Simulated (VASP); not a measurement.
# Driving VASP from ASE on Ag3O, part 2 of 4

Do ASE scripts that read Ag3O from different structure formats give one answer, and do several routes find one equilibrium volume? All runs use PBEsol. Left out of this account: at least 1 further run (fields: a reference on another mesh). The start is a cell from a database of measured crystal structures.

VASP 6.6.1; PBEsol; plane waves and PAW (Ag, O).

So far. Step 2 (Self-consistent run (PBEsol, through ASE)): The pressure is -2.88 GPa and the largest force 0.152 eV/Å, so the cell is not at a minimum at these settings.

## 3. A single point (PBEsol, through ASE)

The single point through ASE, with the structure read from a CIF with its space group. The mesh changes to 6×6×6, so this is no clean test of the format.

run.py reads:

```python
import numpy as np
from ase.calculators.vasp import Vasp
from ase.io import read
from ase.dft.bandgap import bandgap

atoms = read('Ag3O.cif')

calc = Vasp(
    xc='pbesol',
    pp='PBE',
    prec='Accurate',
    encut=520,
    ediff=1e-06,
    nelm=100,
    ismear=-1,
    sigma=0.05,
    lreal=False,
    algo='Normal',
    nbands=48,
    lasph=True,
    lorbit=11,
    lwave=False,
    lcharg=False,
    kpar=8,
    isif=2,
    pp_version='64',
    setups={'Ag': '', 'O': ''},
    kpts=(6, 6, 6),
    gamma=True,
    txt='vasp.out',
)
atoms.calc = calc

print("energy (eV):", round(atoms.get_potential_energy(), 6))
print("Fermi level (eV):", round(calc.get_fermi_level(), 4))
print("forces (eV/A):")
print(np.round(atoms.get_forces(), 4))
print("stress (GPa, Voigt, tension positive):", np.round(atoms.get_stress() * 160.21766, 3))
gap, p1, p2 = bandgap(calc, direct=False)
print("gap on the mesh (eV):", round(gap, 4))
```

Ag3O.cif reads:

```cif
data_Ag3O
_cell_length_a 5.31800000
_cell_length_b 5.31800000
_cell_length_c 4.95100000
_cell_angle_alpha 90.00000000
_cell_angle_beta 90.00000000
_cell_angle_gamma 120.00000000
_space_group_name_H-M_alt 'P-31m'
_space_group_name_Hall '-P 3 2'
_space_group_IT_number 162
loop_
_space_group_symop_operation_xyz
'x,y,z'
'-x,-y,-z'
'-y,x-y,z'
'y,-x+y,-z'
'-x+y,-x,z'
'x-y,x,-z'
'-y,-x,-z'
'y,x,z'
'-x+y,y,-z'
'x-y,-y,z'
'x,x-y,-z'
'-x,-x+y,z'
loop_
_atom_site_label
_atom_site_type_symbol
_atom_site_symmetry_multiplicity
_atom_site_Wyckoff_symbol
_atom_site_fract_x
_atom_site_fract_y
_atom_site_fract_z
_atom_site_occupancy
Ag1 Ag 6 k 0.3108500001 0.0000000000 0.2228000000 1
O1 O 2 d 0.3333333333 0.6666666667 0.5000000000 1
```

The projector-augmented-wave data sets are Ag and O (PBE family, release 64).

Started as:

```
$ export ASE_VASP_COMMAND="mpirun -np 8 vasp_std"
$ python run.py
```

The program printed:

```text
energy (eV): -30.701533
Fermi level (eV): 6.6391
forces (eV/A):
[[-0.0283  0.     -0.1453]
 [ 0.0283  0.      0.1453]
 [ 0.0141 -0.0245 -0.1453]
 [-0.0141  0.0245  0.1453]
 [ 0.0141  0.0245 -0.1453]
 [-0.0141 -0.0245  0.1453]
 [ 0.      0.     -0.    ]
 [ 0.      0.      0.    ]]
stress (GPa, Voigt, tension positive): [ 2.923  2.923  2.725  0.    -0.     0.   ]
gap on the mesh (eV): 0.0
```

The job ended after 26 s (8 MPI ranks of AMD EPYC 9R45, shared host; peak memory 2.7 GiB; 3.1 min of CPU time).

The INCAR that ASE wrote:

```
ENCUT = 520.000000
SIGMA = 0.050000
EDIFF = 1.00e-06
ALGO = Normal
GGA = PS
PREC = Accurate
ISIF = 2
ISMEAR = -1
KPAR = 8
LORBIT = 11
NBANDS = 48
NELM = 100
LASPH = .TRUE.
LCHARG = .FALSE.
LWAVE = .FALSE.
LREAL = .FALSE.
```

ASE turned this into the KPOINTS:

```
KPOINTS created by Atomic Simulation Environment
0
Gamma
6 6 6
0 0 0
```

vasp.out:

```text
[banner, memory and clock lines left out]
running    8 mpi-ranks, on    1 nodes
 distrk:  each k-point on    1 cores,    8 groups
 distr:  one band on    1 cores,    1 groups

 POSCAR found type information on POSCAR AgO
 POSCAR found :  2 types and       8 ions
 [... a notice as in an earlier step ...]

 [... a notice as in an earlier step ...]

 LDA part: xc-table for (Slater+PW92), standard interpolation
 POSCAR, INCAR and KPOINTS ok, starting setup
 FFT: planning ... GRIDC
 FFT: planning ... GRID_SOFT
 FFT: planning ... GRID
 WAVECAR not read
 entering main loop
       N       E                     dE             d eps       ncg     rms          rms(c)
DAV:   1     0.587622674358E+03    0.58762E+03   -0.40807E+04  3264   0.163E+03
DAV:   2    -0.498406841562E+01   -0.59261E+03   -0.56262E+03  3512   0.384E+02
DAV:   3    -0.358203604332E+02   -0.30836E+02   -0.30297E+02  3664   0.884E+01
DAV:   4    -0.361577562112E+02   -0.33740E+00   -0.33718E+00  3480   0.973E+00
DAV:   5    -0.361598826159E+02   -0.21264E-02   -0.21262E-02  3704   0.752E-01    0.184E+01
DAV:   6    -0.315078970192E+02    0.46520E+01   -0.25058E+01  4544   0.397E+01    0.141E+01
DAV:   7    -0.307582097556E+02    0.74969E+00   -0.41551E+00  3728   0.139E+01    0.848E+00
DAV:   8    -0.307239383047E+02    0.34271E-01   -0.11237E+00  3400   0.481E+00    0.257E+00
DAV:   9    -0.307112964294E+02    0.12642E-01   -0.69412E-02  4768   0.167E+00    0.475E-01
DAV:  10    -0.307096224146E+02    0.16740E-02   -0.18702E-02  3880   0.886E-01    0.205E-01
DAV:  11    -0.307093002807E+02    0.32213E-03   -0.14725E-03  3408   0.200E-01    0.650E-02
DAV:  12    -0.307093030378E+02   -0.27571E-05   -0.20819E-04  3592   0.693E-02    0.249E-02
DAV:  13    -0.307092963007E+02    0.67371E-05   -0.33750E-05  3504   0.296E-02    0.777E-03
DAV:  14    -0.307092964039E+02   -0.10321E-06   -0.29658E-06  2624   0.114E-02
   1 F= -.30709296E+02 E0= -.30701533E+02  d E =-.155260E-01
```

Parts of OUTCAR (step 3):

```text
The static configuration has the point symmetry D_3d.

 Found     34 irreducible k-points:

   k-points           NKPTS =     34   k-points in BZ     NKDIM =     34   number of bands    NBANDS=     48

   NELECT =      78.0000    total number of electrons

 E-fermi :   6.6391

 k-point     1 :       0.0000    0.0000    0.0000
  band No.  band energies     occupation
    ...
     34       5.0187      2.00000
     35       5.0187      2.00000
     36       5.0433      2.00000
     37       5.9169      2.00000
     38       5.9169      2.00000
     39       6.7998      0.07725
     40       8.2989      0.00000
     41      10.9311      0.00000
     42      10.9311      0.00000
     43      11.8271      0.00000
    ...

 k-point     2 :       0.1667    0.0000    0.0000
  band No.  band energies     occupation
    ...
     35       5.0679      2.00000
     36       5.1709      2.00000
     37       5.6173      2.00000
     38       6.0025      1.99999
     39       6.5433      1.74331
     40       8.3290      0.00000
     41       9.8731      0.00000
     42      10.5561      0.00000
     43      10.8914      0.00000
     44      11.6832      0.00000
    ...

  Total       -2.2121163     -2.2121163     -2.0620985     -0.0000000      0.0000000      0.0000000
  in kB      -29.2279472    -29.2279472    -27.2458120     -0.0000000      0.0000000      0.0000000
  external PRESSURE =     -28.5672355 kB  Pullay stress =       0.0000000 kB

 POSITION                                       TOTAL-FORCE (eV/Angst)
 -----------------------------------------------------------------------------------
      1.65310      0.00000      1.10308        -0.028269      0.000000     -0.145292
      3.66490      0.00000      3.84792         0.028269      0.000000      0.145292
     -0.82655      1.43163      1.10308         0.014134     -0.024481     -0.145292
     -1.83245      3.17390      3.84792        -0.014134      0.024481      0.145292
      1.83245      3.17390      1.10308         0.014134      0.024481     -0.145292
      0.82655      1.43163      3.84792        -0.014134     -0.024481      0.145292
     -0.00000      3.07035      2.47550         0.000000      0.000000     -0.000000
      2.65900      1.53517      2.47550         0.000000      0.000000      0.000000
 -----------------------------------------------------------------------------------
    total drift:                                0.000000     -0.000000     -0.000000

  FREE ENERGIE OF THE ION-ELECTRON SYSTEM (eV)
  ---------------------------------------------------
  free  energy   TOTEN  =       -30.7092964039 eV

  energy  without entropy=      -30.6937704213  energy(sigma->0) =      -30.70153341

 total charge
# of ion       s       p       d       tot
------------------------------------------
    1        0.358   0.271   9.176   9.804
    2        0.358   0.271   9.176   9.804
    3        0.358   0.271   9.176   9.804
    4        0.358   0.271   9.176   9.804
    5        0.358   0.271   9.176   9.804
    6        0.358   0.271   9.176   9.804
    7        1.576   3.286   0.000   4.862
    8        1.576   3.286   0.000   4.862
--------------------------------------------------
tot          5.299   8.196  55.055  68.549

[... 5 parts as in an earlier step ...]

[... 7 further parts left out ...]
```

Numbers from this step:

```yaml
irreducible_k_points: 34
energy_at_zero_smearing: -30.70 eV
fermi_energy: 6.639 eV
pressure: -2.857 GPa
```

Force by atom:

```
atom  x (eV/Å)  y (eV/Å)  z (eV/Å)   size
 Ag1    -0.028     0.000    -0.145  0.148
 Ag2     0.028     0.000     0.145  0.148
 Ag3     0.014    -0.024    -0.145  0.148
 Ag4    -0.014     0.024     0.145  0.148
 Ag5     0.014     0.024    -0.145  0.148
 Ag6    -0.014    -0.024     0.145  0.148
  O7     0.000     0.000     0.000  0.000
  O8     0.000     0.000     0.000  0.000
```

The energy lies +1.01 meV an atom from the first script, on another mesh.

(Continued in part 3 of 4.)

[Lines on the potential files, build, host, timing and source positions are cut from VASP's logs without a mark.]

[Logs are printed without paths, hosts, clocks, repeated set-up lines and the standing remarks that a program may print on its own settings, such as how far it seeks lower states.]

[Hosts, paths, dates, database ids (printed as entryN), source tags and the programs' standing remarks are cut or masked in the printed files.]

[A measured line is paired with the nearest computed mode of its activity, which favours agreement.]

[In band tables of VASP the shares of atoms and orbitals are scaled to a sum of 1 inside the atoms' spheres.]
